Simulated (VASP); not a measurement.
Consider the following.

```
Sc
1.0
    1.65500    -2.86654     0.00000
    1.65500     2.86654     0.00000
    0.00000     0.00000     5.27000
Sc
2
Direct
  0.33333   0.66667   0.25000
  0.66667   0.33333   0.75000
```

Method: PBEsol GGA, VASP's PBE PAW potentials (set 64) (plane waves; VASP 6.6.1). Run with 520 eV cut-off, 11×11×6 Γ-centred mesh, first-order Methfessel-Paxton smearing of 0.10 eV, potentials Sc_sv.

Energy and stress use the plane-wave basis of the starting cell.

The ions, cell shape and volume are relaxed. Give the cell that the relaxation ends in.

```
Sc
1.0
    1.63749    -2.83622     0.00000
    1.63749     2.83622     0.00000
    0.00000     0.00000     5.08671
Sc
2
Direct
  0.33333   0.66667   0.25000
  0.66667   0.33333   0.75000
```
Space group P6_3/mmc (194), at a tolerance of 0.03 Å.

How do energy and volume change from the first to the last step?

The energy (σ→0) changes by -16.0 meV/atom and the volume by -5.5 %, in 8 ionic steps.

| step | E(σ→0) (eV) | max force (eV/Å) | pressure (GPa) | volume (Å³) |
|---|---|---|---|---|
| 1 | -13.1821 | 0.000 | -2.94 | 50.00 |
| 2 | -13.2120 | 0.000 | 0.61 | 46.75 |
| 3 | -13.2125 | 0.000 | 0.18 | 47.10 |
| 4 | -13.2140 | 0.000 | 0.09 | 47.16 |
| 5 | -13.2141 | 0.000 | 0.08 | 47.18 |
| 6 | -13.2141 | 0.000 | 0.06 | 47.18 |
| 7 | -13.2141 | 0.000 | 0.07 | 47.18 |
| 8 | -13.2141 | 0.000 | -0.01 | 47.25 |

The compound is Sc in the hcp structure. This run relaxes it. Symmetry was kept, so distortions that lower it aren't found.
